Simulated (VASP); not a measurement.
Input:

```
CELL_PARAMETERS angstrom
      4.20453     0.00000     0.00000
      0.00000     4.20453     0.00000
      0.00000     0.00000     4.20453
ATOMIC_POSITIONS crystal
  Cs 0.00000 0.00000 0.00000
  Cl 0.50000 0.50000 0.50000
```

Level of theory: PBE GGA with D3 dispersion (zero damping), VASP's PBE PAW potentials (set 64) (plane waves; VASP). Settings: 520 eV cut-off, Gaussian smearing of 0.050 eV, potentials Cs_sv Cl.

Unless said otherwise, spin-orbit coupling is left out, though it shifts the bands of the heavy elements here.

**Question.** Give the energies of bands 3 to 11 at the high-symmetry points, in eV from the valence-band maximum.

**Answer.** 
| band | Γ | X | M | R |
|---|---|---|---|---|
| 3 | -5.99 | -6.47 | -6.65 | -6.46 |
| 4 | -5.99 | -5.88 | -6.65 | -6.46 |
| 5 | -5.99 | -5.88 | -5.81 | -6.46 |
| 6 | 0.00 | -1.05 | -0.41 | -0.96 |
| 7 | 0.00 | -0.19 | -0.41 | -0.96 |
| 8 | 0.00 | -0.19 | -0.03 | -0.96 |
| 9 | 5.00 | 6.38 | 5.89 | 8.24 |
| 10 | 5.44 | 7.33 | 5.97 | 8.24 |
| 11 | 5.44 | 8.51 | 7.90 | 8.24 |

The gap is direct, 5.00 eV, from the valence maximum at Γ to the conduction minimum at Γ.

Measured: gap 8.35 eV at 80 K (computed value off by -3.35 eV), as given by Wikipedia, Caesium chloride.

The compound is CsCl in the CsCl type structure. It was relaxed first, which changed the volume by +6 %.
